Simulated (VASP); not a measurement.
Output of a VASP run:

**OSZICAR**
```
       N       E                     dE             d eps       ncg     rms          rms(c)
DAV:   1     0.117013264300E+03    0.11701E+03   -0.80152E+03   520   0.145E+03
DAV:   2     0.770314020092E+01   -0.10931E+03   -0.10273E+03   535   0.272E+02
DAV:   3    -0.227238768174E+00   -0.79304E+01   -0.78153E+01   710   0.848E+01
DAV:   4    -0.493890028906E+00   -0.26665E+00   -0.26648E+00   619   0.145E+01
DAV:   5    -0.502243274902E+00   -0.83532E-02   -0.83530E-02   768   0.255E+00    0.485E+00
DAV:   6    -0.414160436805E+00    0.88083E-01   -0.26905E+00   530   0.487E+01    0.306E+00
DAV:   7    -0.316054347305E+00    0.98106E-01   -0.59525E-01   565   0.275E+01    0.165E+00
DAV:   8    -0.314910548724E+00    0.11438E-02   -0.34066E-02   802   0.254E+00    0.366E-01
DAV:   9    -0.312944814324E+00    0.19657E-02   -0.90702E-03   605   0.310E+00    0.141E-01
DAV:  10    -0.313026979195E+00   -0.82165E-04   -0.67757E-04   718   0.256E-01    0.294E-02
DAV:  11    -0.313025098389E+00    0.18808E-05   -0.64517E-05   661   0.227E-01    0.243E-02
DAV:  12    -0.313023415025E+00    0.16834E-05   -0.56111E-06   720   0.668E-02    0.153E-02
DAV:  13    -0.313023959005E+00   -0.54398E-06   -0.39004E-06   614   0.596E-02
   1 F= -.31302396E+00 E0= -.31302396E+00  d E =-.313024E+00
       N       E                     dE             d eps       ncg     rms          rms(c)
DAV:   1    -0.396698032910E+01   -0.36540E+01   -0.76106E+01   520   0.233E+02    0.129E+01
DAV:   2    -0.874749472300E+00    0.30922E+01   -0.19754E+01   615   0.140E+02    0.245E+00
DAV:   3    -0.546218804744E+00    0.32853E+00   -0.22003E+00   555   0.402E+01    0.254E+00
DAV:   4    -0.427760069005E+00    0.11846E+00   -0.51496E-01   708   0.161E+01    0.118E+00
DAV:   5    -0.423068601252E+00    0.46915E-02   -0.15340E-02   702   0.250E+00    0.101E+00
DAV:   6    -0.415685650779E+00    0.73830E-02   -0.47862E-03   795   0.204E+00    0.211E-01
DAV:   7    -0.415013131833E+00    0.67252E-03   -0.53320E-03   695   0.187E+00    0.124E-01
DAV:   8    -0.415034846921E+00   -0.21715E-04   -0.11588E-04   678   0.106E-01    0.213E-01
DAV:   9    -0.415017564576E+00    0.17282E-04   -0.67664E-05   735   0.109E-01    0.276E-02
DAV:  10    -0.415017617619E+00   -0.53043E-07   -0.72082E-06   787   0.632E-02
   2 F= -.41501762E+00 E0= -.41501762E+00  d E =-.101994E+00
```

OUTCAR:
```
------------------------ aborting loop because EDIFF is reached ----------------------------------------
  FORCE on cell =-STRESS in cart. coord.  units (eV):
  Direction    XX          YY          ZZ          XY          YZ          ZX
  --------------------------------------------------------------------------------------
  Total       -0.0043264     -0.0043264     -0.0043264     -0.0000000     -0.0000000      0.0000000
  in kB       -0.1105997     -0.1105997     -0.1105997     -0.0000000     -0.0000000      0.0000000
  external PRESSURE =      -0.1105997 kB  Pullay stress =       0.0000000 kB
  volume of cell :       62.67
      direct lattice vectors                 reciprocal lattice vectors
     0.000000000  3.152712702  3.152712702    -0.158593582  0.158593582  0.158593582
     3.152712702  0.000000000  3.152712702     0.158593582 -0.158593582  0.158593582
     3.152712702  3.152712702 -0.000000000     0.158593582  0.158593582 -0.158593582
  FREE ENERGIE OF THE ION-ELECTRON SYSTEM (eV)
  ---------------------------------------------------
  free  energy   TOTEN  =        -0.4150176176 eV

  energy  without entropy=       -0.4150176176  energy(sigma->0) =       -0.41501762

 reached required accuracy - stopping structural energy minimisation
```
(Selected blocks of OUTCAR.)

### POSCAR
```
CuI
1
    0.0000000000     3.0250000000     3.0250000000
    3.0250000000     0.0000000000     3.0250000000
    3.0250000000     3.0250000000     0.0000000000
Cu I
1 1
Direct
  0.0000000000   0.0000000000   0.0000000000
  0.2500000000   0.2500000000   0.2500000000
```

Q: Write an INCAR and KPOINTS that could have produced this output.

A: One answer among several that fit: the input of the run itself, vdW-DF2, plane waves, VASP's PBE PAW potentials (set 64).

KPOINTS:
```
Automatic mesh
0
Gamma
7 7 7
0 0 0
```

INCAR:
```
AGGAC = 0.0
ALGO = Normal
EDIFF = 1E-6
EDIFFG = -0.01
ENCUT = 520
GGA = ML
IBRION = 2
ISIF = 3
ISMEAR = 0
LASPH = .TRUE.
LCHARG = .FALSE.
LMAXMIX = 4
LREAL = .FALSE.
LUSE_VDW = .TRUE.
LWAVE = .FALSE.
NELM = 100
NSW = 60
PREC = Accurate
SIGMA = 0.05
SYSTEM = CuI
ZAB_VDW = -1.8867
```

POTCAR, in this order: Cu I (PBE.64 set). Program: vasp_std.

Energy and stress use the plane-wave basis of the starting cell.

The compound is CuI in the zinc blende structure. This run relaxes it. Symmetry was kept, so distortions that lower it aren't found.
